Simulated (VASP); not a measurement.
Method: PBE GGA, VASP's PBE PAW potentials (set 64) (plane waves; VASP 6.6.1).

Input for VASP

POSCAR:
```
BN
1
    2.5121614511    -0.0000000000     0.0000000000
   -1.2560807255     2.1755960275    -0.0000000000
    0.0000000000     0.0000000000     7.6028929929
B N
2 2
Direct
  0.6666670000   0.3333330000   0.7500000000
  0.3333330000   0.6666670000   0.2500000000
  0.3333330000   0.6666670000   0.7500000000
  0.6666670000   0.3333330000   0.2500000000
```

INCAR:
```
! general
SYSTEM = BN
PREC   = Accurate
ENCUT  = 580   ! plane-wave cut-off (eV)
LREAL  = .False.
LASPH  = .True.   ! aspherical one-centre terms

! electronic loop
EDIFF  = 1E-6   ! SCF stop (eV)
NELM   = 100
ALGO   = Normal   ! blocked Davidson

! smearing
ISMEAR = 0   ! Gaussian
SIGMA  = 0.05   ! width (eV)

! functional
GGA    = PE   ! PBE

! ions
IBRION = 2   ! conjugate gradients
NSW    = 60
ISIF   = 3   ! ions, shape and volume
EDIFFG = -0.02

! output
LWAVE  = .False.
LCHARG = .False.
```

KPOINTS:
```
K-points
0
gamma
9 9 3
```

POTCAR, in this order: B N (PBE.64 set). Program: vasp_std.

Problem. What will the output report for the number of irreducible k-points (NKPTS), largest plane-wave count, number of space-group operations, FFT grid (NGX, NGY, NGZ)?

Solution. 
```json
{
 "number of irreducible k-points (NKPTS)": "24",
 "largest_plane_wave_count": "1350",
 "number_of_space_group_operations": "24",
 "FFT grid (NGX, NGY, NGZ)": "20 × 20 × 60"
}
```

The compound is BN in the hex structure. It was relaxed first, which changed the volume by +15 %. The start is the result of an earlier pass.
